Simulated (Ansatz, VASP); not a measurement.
# Mo (Mo(321)): VASP beside Ansatz

Aim: how closely do two programs agree when they are given the same cell, functional and k mesh? Of the first pair: The structure shown is the start of the Ansatz relaxation below; VASP solves that cell, so the two are compared at the walk's first step.

Calculated with Ansatz 0.2.0; plane waves, with VASP 6.6.1 beside it; PBE.

### 1. The structure

The cell holds 11 atoms: 11 Mo. Cell: a = 2.728 Å, b = 6.865 Å, c = 25.419 Å, α = 90.0°, β = 90.0°, γ = 97.6°. Vacuum lies along c.

### 2. Ansatz: relaxation, PBE

Ansatz runs on its default PAW (the set named soft_2) files.

The two programs are compared at the cell with which this relaxation starts, whose forces are those of its first step.

input.yaml reads:

```yaml
crystal:
  lattice:
    - [2.72798002, 0.0, 0.0]
    - [-0.90932667, 6.80477773, 0.0]
    - [0.0, 0.0, 25.4187291202]
  atoms:
    - { symbol: Mo, position: [0.64285714, 0.92857143, 0.3343990945] }
    - { symbol: Mo, position: [0.85714286, 0.57142857, 0.3675192756] }
    - { symbol: Mo, position: [0.07142857, 0.21428571, 0.4006394567] }
    - { symbol: Mo, position: [0.28571429, 0.85714286, 0.4337596378] }
    - { symbol: Mo, position: [0.5, 0.5, 0.4668798189] }
    - { symbol: Mo, position: [0.71428571, 0.14285714, 0.5] }
    - { symbol: Mo, position: [0.92857143, 0.78571429, 0.5331201811] }
    - { symbol: Mo, position: [0.14285714, 0.42857143, 0.5662403622] }
    - { symbol: Mo, position: [0.35714286, 0.07142857, 0.5993605433] }
    - { symbol: Mo, position: [0.57142857, 0.71428571, 0.6324807244] }
    - { symbol: Mo, position: [0.78571429, 0.35714286, 0.6656009055] }
kpoints:
  mp_grid: { grid: [10, 4, 1] }
hamiltonian:
  xc: pbe
scf:
  occupations: { method: fermi_dirac, width: 0.1 }
  convergence: { dr2_threshold: 1.0e-08 }
efield:
  axis: 3
  dipole_correction: true
  ramp_position: 0.97
  ramp_width: 0.06
relax:
  f_tol: 0.015
  max_steps: 90
  constraints: [{ sites: [0, 1, 2] }]
output:
  write_potential: true
  write_density: true
  volumetric_format: npy
```

The run is started by

```console
$ ansatz run input.yaml --threads 4 --pin off --max-ram 6144MiB --backend cpu --events-out ev --progress --plain --runs-dir out
```

Numbers of over 12 decimals in the logs are rounded to 6 here.

The log of the run:

```text
Engine: ansatz 0.2.0, aarch64-unknown-linux-gnu
Pseudopotentials: kind: paw
Pseudopotential: Mo, paw, valence charge 14, recommended cutoff 420 eV (normal), Mo.paw.azcp
Functional definition: PBE
  parameter kappa = 0.804
  parameter beta = 0.066725
  exchange = pbe_x(kappa = kappa, mu = beta*pi^2/3)
  correlation = pbe_c(beta = beta)
Crystal: 11 atoms, lattice volume = 471.855 Å³
Basis set: ecut = 420 eV, 9287 PW (Γ), exchange–correlation on 40×96×360 points (8 copies of the dense FFT grid, shifted against one another)
Bands: 93, of which v1, the nominal top of the filled ones, is band 77 counted from 1 (76 counted from 0)
Symmetry: 1 space group operations
k-points: 22 of 40 (time reversal used)
Non-local potential: Mo, projectors of the file, l = 0: 3, l = 1: 2, l = 2: 2, l = 3: 1
PAW form: soft (Blöchl's): semilocal exchange-correlation on the pseudo side does not see the compensation charge
PAW one-centre angular grid: Mo, 590 points (default); XC on 64 Gauss nodes
Initial density: superposition of atomic densities (neutral atoms: chi_scale 0, normalization atom), corrected by the library's trained network
Initial wavefunctions: pseudopotential atomic-orbital guess
Functional: x = pbe(κ = 0.804, μ = 0.219515), c = pbe(β = 0.066725)
SCF iter   1: F=—  HF=-54508.946943 eV  |F-HF|=—  |Δ(HF+E_count)|=         —  Δρ=3.63e-3  dr2=1.14e-1  ethr=1.77e-3  p=0.000 e·Å  D=4.33e-11 V/Å  ΔV_dip=-0.00 eV  dr2_dipole=5.31e-13  V_vac-E_F(+/−)=4.26/4.26 eV  ⟨swp⟩=9.4  Hψ=10112  notcnv=0
efield: sawtooth ramp at fractional position 0.9700 (set: `efield.ramp_position`, or a place that a band, a saddle search or an elastic batch's reference lends), width 0.0600; the density the first Hamiltonian is built on has a dipole p = 0.000 e·Å; the dipole correction subtracts the counter field D = 4.33e-11 V/Å, which shifts the + side's vacuum level by -0.00 eV against the − side's; the planar-averaged density in the ramp window peaks in size at 3.8e-6 e/Å³
preconditioner: auto → LDOS  [metal: Δε(μ)=0.018 eV  Ē_g=3.743 eV  σ=0.100 eV  W_gap=0.04  n_scr=74 (ndim 8)  ℏωp=13.9 eV  f_vac=0.555  D(μ)=10.35/eV (n_scr^D=60)  β→1.0]
SCF iter   2: F=—  HF=-54508.950967 eV  |F-HF|=—  |Δ(HF+E_count)|=   4.02e-3  Δρ=1.65e-3  dr2=2.31e-2  ethr=7.38e-5  p=-0.000 e·Å  D=-1.38e-7 V/Å  ΔV_dip=0.00 eV  dr2_dipole=2.67e-8  V_vac-E_F(+/−)=4.21/4.21 eV  ⟨swp⟩=2.5  Hψ=3578  notcnv=0
SCF iter   3: F=—  HF=-54508.948559 eV  |F-HF|=—  |Δ(HF+E_count)|=   2.41e-3  Δρ=4.41e-4  dr2=1.84e-3  ethr=1.50e-5  p=-0.000 e·Å  D=-7.42e-7 V/Å  ΔV_dip=0.00 eV  dr2_dipole=2.37e-8  V_vac-E_F(+/−)=4.21/4.21 eV  ⟨swp⟩=2.3  Hψ=3228  notcnv=0
SCF iter   4: F=—  HF=-54508.948517 eV  |F-HF|=—  |Δ(HF+E_count)|=   4.19e-5  Δρ=1.13e-4  dr2=1.28e-4  ethr=1.20e-6  p=-0.000 e·Å  D=-1.99e-6 V/Å  ΔV_dip=0.00 eV  dr2_dipole=2.01e-10  V_vac-E_F(+/−)=4.21/4.21 eV  ⟨swp⟩=3.0  Hψ=3453  notcnv=0
SCF iter   5: F=—  HF=-54508.948520 eV  |F-HF|=—  |Δ(HF+E_count)|=   3.36e-6  Δρ=3.32e-5  dr2=9.34e-6  ethr=8.28e-8  p=-0.000 e·Å  D=-1.91e-7 V/Å  ΔV_dip=0.00 eV  dr2_dipole=1.59e-11  V_vac-E_F(+/−)=4.21/4.21 eV  ⟨swp⟩=2.8  Hψ=3731  notcnv=0
SCF iter   6: F=—  HF=-54508.948201 eV  |F-HF|=—  |Δ(HF+E_count)|=   3.19e-4  Δρ=1.52e-5  dr2=2.61e-6  ethr=6.07e-9  p=-0.000 e·Å  D=-4.45e-7 V/Å  ΔV_dip=0.00 eV  dr2_dipole=1.34e-10  V_vac-E_F(+/−)=4.21/4.21 eV  ⟨swp⟩=3.3  Hψ=4576  notcnv=0
SCF iter   7: F=—  HF=-54508.948202 eV  |F-HF|=—  |Δ(HF+E_count)|=   7.87e-7  Δρ=4.28e-6  dr2=1.78e-7  ethr=1.70e-9  p=-0.000 e·Å  D=-5.05e-8 V/Å  ΔV_dip=0.00 eV  dr2_dipole=9.86e-12  V_vac-E_F(+/−)=4.21/4.21 eV  ⟨swp⟩=2.4  Hψ=3434  notcnv=0
SCF iter   8: F=—  HF=-54508.948202 eV  |F-HF|=—  |Δ(HF+E_count)|=   1.55e-7  Δρ=1.77e-6  dr2=3.07e-8  ethr=1.16e-10  p=-0.000 e·Å  D=-6.85e-8 V/Å  ΔV_dip=0.00 eV  dr2_dipole=7.11e-12  V_vac-E_F(+/−)=4.21/4.21 eV  ⟨swp⟩=3.4  Hψ=4367  notcnv=0
SCF iter   9: F=-54508.948202 eV  HF=-54508.948202 eV  |F-HF|=4.02e-9  |Δ(HF+E_count)|=   3.44e-8  Δρ=6.14e-7  dr2=3.38e-9  ethr=6.49e-12  p=0.000 e·Å  D=2.30e-8 V/Å  ΔV_dip=-0.00 eV  dr2_dipole=2.87e-12  V_vac-E_F(+/−)=4.21/4.21 eV  ⟨swp⟩=10.6  Hψ=14762  notcnv=0
SCF 1 converged in 9 iterations: F = -54508.948202 eV  dr2 = 3.38e-9
  greatest PAW one-centre occupation: 0.998 electrons in one spin orbital (limit 2), on the Mo atom at site 10 (counted from 0), in its partial waves of l = 0
relax step   1: F+E_penalty+E_count = -54508.94820178 eV  Δ(F+E_penalty+E_count) = +0.000e0 eV  max|allowed force component| = 1.451e0 eV/Å  Δτ_max = 0.0000 Å  (9 SCF iters, accepted)
Initial density: handed on by an earlier stage of this run
Initial wavefunctions: those handed on with the density
iter 1 solved again at ethr=6.44e-4 eV; its pass at ethr=3.10e-3 eV (dr2=9.91e-1 eV) is discarded
[...]
preconditioner: auto → LDOS  [metal: Δε(μ)=0.017 eV  Ē_g=3.844 eV  σ=0.100 eV  W_gap=0.04  n_scr=74 (ndim 8)  ℏωp=13.9 eV  f_vac=0.562  D(μ)=9.55/eV (n_scr^D=50)  β→1.0]
SCF iter   2: F=—  HF=-54509.259114 eV  |F-HF|=—  |Δ(HF+E_count)|=   3.91e-4  Δρ=3.60e-4  dr2=1.32e-3  ethr=6.74e-6  p=-0.008 e·Å  D=-2.95e-3 V/Å  ΔV_dip=0.08 eV  dr2_dipole=9.91e-6  V_vac-E_F(+/−)=4.21/4.14 eV  ⟨swp⟩=2.2  Hψ=3506  notcnv=0
SCF iter   3: F=—  HF=-54509.258967 eV  |F-HF|=—  |Δ(HF+E_count)|=   1.47e-4  Δρ=1.57e-4  dr2=2.67e-4  ethr=8.55e-7  p=-0.007 e·Å  D=-2.84e-3 V/Å  ΔV_dip=0.07 eV  dr2_dipole=4.49e-6  V_vac-E_F(+/−)=4.21/4.14 eV  ⟨swp⟩=2.2  Hψ=3629  notcnv=0
SCF iter   4: F=—  HF=-54509.258926 eV  |F-HF|=—  |Δ(HF+E_count)|=   4.09e-5  Δρ=3.11e-5  dr2=5.99e-6  ethr=1.74e-7  p=-0.007 e·Å  D=-2.86e-3 V/Å  ΔV_dip=0.07 eV  dr2_dipole=6.94e-8  V_vac-E_F(+/−)=4.21/4.14 eV  ⟨swp⟩=3.6  Hψ=4009  notcnv=0
SCF iter   5: F=—  HF=-54509.258582 eV  |F-HF|=—  |Δ(HF+E_count)|=   3.44e-4  Δρ=7.65e-6  dr2=2.97e-7  ethr=3.89e-9  p=-0.007 e·Å  D=-2.84e-3 V/Å  ΔV_dip=0.07 eV  dr2_dipole=3.84e-10  V_vac-E_F(+/−)=4.21/4.14 eV  ⟨swp⟩=2.4  Hψ=3810  notcnv=0
SCF iter   6: F=—  HF=-54509.258583 eV  |F-HF|=—  |Δ(HF+E_count)|=   4.28e-7  Δρ=3.55e-6  dr2=1.14e-7  ethr=1.93e-10  p=-0.007 e·Å  D=-2.82e-3 V/Å  ΔV_dip=0.07 eV  dr2_dipole=2.59e-10  V_vac-E_F(+/−)=4.21/4.14 eV  ⟨swp⟩=3.5  Hψ=4583  notcnv=0
SCF iter   7: F=—  HF=-54509.258583 eV  |F-HF|=—  |Δ(HF+E_count)|=   1.10e-7  Δρ=1.24e-6  dr2=1.44e-8  ethr=7.40e-11  p=-0.007 e·Å  D=-2.81e-3 V/Å  ΔV_dip=0.07 eV  dr2_dipole=2.81e-9  V_vac-E_F(+/−)=4.21/4.14 eV  ⟨swp⟩=2.8  Hψ=4048  notcnv=0
SCF iter   8: F=-54509.258583 eV  HF=-54509.258583 eV  |F-HF|=1.54e-9  |Δ(HF+E_count)|=   9.99e-9  Δρ=3.93e-7  dr2=1.40e-9  ethr=6.49e-12  p=-0.007 e·Å  D=-2.80e-3 V/Å  ΔV_dip=0.07 eV  dr2_dipole=1.84e-10  V_vac-E_F(+/−)=4.21/4.14 eV  ⟨swp⟩=10.3  Hψ=14336  notcnv=0
SCF 6 converged in 8 iterations: F = -54509.258583 eV  dr2 = 1.40e-9
relax step   6: F+E_penalty+E_count = -54509.25858301 eV  Δ(F+E_penalty+E_count) = -6.344e-4 eV  max|allowed force component| = 1.119e-2 eV/Å  Δτ_max = 0.0120 Å  (8 SCF iters, accepted)
NSCF: frozen V_eff on 22 k-points
the band table was solved once a step of the walk had ended and its energy, with any forces and stress, was formed, with the checks that follow a solve (9226 applications of the Hamiltonian). They found nothing against the state; the energy, forces and stress were not computed again (output.eigenvalues in the input reference)
SCF converged after 8 iterations
Free energy (F): -54509.258583 eV
Harris-Foulkes:  -54509.258583 eV  (|F-HF|=1.54e-9)
Internal energy: -54508.940929 eV  (E = F + TS)
E sigma→0 (E₀):  -54509.099756 eV
Entropy (-TS):   -0.317654 eV (-28.878 meV/atom)
Fermi energy:    5.088215 eV
Dipole field:    D = -0.002792 V/Å  (p = -0.007280 e·Å, saw-weighted, corrected)
Work function:   Φ+ = 4.2080 eV   Φ− = 4.1370 eV
Levels:          The Fermi level and band energies are counted from a zero that moves with the ramp; work functions are not
--- Per-component energies (eV) ---
  E_band       = -3044.718055
  E_kinetic    = 4841.125116
  E_local      = -209308.891529  (includes V_loc(G=0)·N_el)
  E_nonlocal   = 1577.755045
  E_hartree    = 101969.412208
  E_xc         = -2009.959538
  E_vxc        = -2507.561078  (∫ρ·V_xc dr)
  E_paw        = -35215.591346  (= ΣΔE_a)
  E_vpaw       = -1585.940246  (= ΣTr[D̂ρ^β])
  E_aug_tail   = 0.000469  (compensation charges beyond the density's cutoff)
  E_efield     = 0.000010  (sawtooth field / dipole correction)
  E_vefield    = -0.025773  (∫n·V_field dr)
  E_ewald      = 83637.208635
  E_smearing   = -0.317654  (= −TS)
  E_closure    = 0.000000  (closes the sum)
  Σ components = -54509.258583   (vs F -54509.258583, Δ=0.00e0)
--- Forces (eV/Å), atoms counted from 1 ---
  atom   1  Mo    -0.09897819    -0.03619111     1.07718321
  atom   2  Mo    -0.13523619     0.09579191     0.02728528
  atom   3  Mo     0.23563252    -0.06225236    -1.11561466
  atom   4  Mo     0.00038543    -0.00100555    -0.00082322
  atom   5  Mo     0.00197693     0.00055726    -0.00495518
  atom   6  Mo    -0.00127208     0.00449722    -0.00244838
  atom   7  Mo    -0.00106726    -0.00391319     0.00340586
  atom   8  Mo     0.00298111    -0.00083127    -0.00353140
  atom   9  Mo     0.00036498     0.00232626     0.00409717
  atom  10  Mo    -0.00425746     0.00514478     0.00419958
  atom  11  Mo    -0.00051199    -0.00412434     0.01119226
  max |Σ_I F_I| component: 1.78e-5 eV/Å
--- Band table (eV; the first three rows and the last of 22) ---
  k-point 0: bands = [... 73 lower, 4.1582, 4.2670, 4.8477, 4.9942, 5.3041, 5.3537, 5.6791, 5.8011, ... 12 higher]
  k-point 1: bands = [... 73 lower, 4.3443, 4.4601, 4.7082, 4.8806, 5.4130, 5.7264, 5.9766, 6.0690, ... 12 higher]
  k-point 2: bands = [... 73 lower, 4.1226, 4.8209, 4.9947, 5.1128, 5.2785, 5.5702, 6.0555, 6.1234, ... 12 higher]
  k-point 21: bands = [... 73 lower, 4.9666, 5.5279, 5.5455, 5.5924, 5.7687, 5.9574, 6.0214, 6.1782, ... 12 higher]
--- Relaxed structure (6 steps of the walk, 5 accepted, 0 SCFs on fresh bases) ---
  F+E_penalty+E_count = -54509.25858301 eV   max|allowed force component| = 1.119e-2 eV/Å
  atoms:
    - { symbol: Mo, position: [0.64285714, 0.928571, 0.3343990945] }
    - { symbol: Mo, position: [0.85714286, 0.57142857, 0.3675192756] }
    - { symbol: Mo, position: [0.071429, 0.21428571, 0.400639] }
    - { symbol: Mo, position: [0.298556, 0.858029, 0.428747] }
    - { symbol: Mo, position: [0.519493, 0.504661, 0.463799] }
    - { symbol: Mo, position: [0.722755, 0.143789, 0.498683] }
    - { symbol: Mo, position: [0.927244, 0.787886, 0.531655] }
    - { symbol: Mo, position: [0.145066, 0.430111, 0.565036] }
    - { symbol: Mo, position: [0.365311, 0.073384, 0.599629] }
    - { symbol: Mo, position: [0.601145, 0.719412, 0.627416] }
    - { symbol: Mo, position: [0.811826, 0.365595, 0.656516] }
```

In the SCF lines HF is the Harris–Foulkes energy and dr2 the Hartree energy of the density residual, in eV; the loop may stop once dr2 is under the threshold and the program's other checks hold. Hψ counts applications of the Hamiltonian.

(Continued in part 2 of 2.)

[Lines on the potential files, build, host, timing and source positions are cut from VASP's logs without a mark.]

[Logs are printed without paths, hosts, clocks, repeated set-up lines and the standing remarks that a program may print on its own settings, such as how far it seeks lower states.]

[Hosts, paths, dates, database ids (printed as entryN), source tags and the programs' standing remarks are cut or masked in the printed files.]
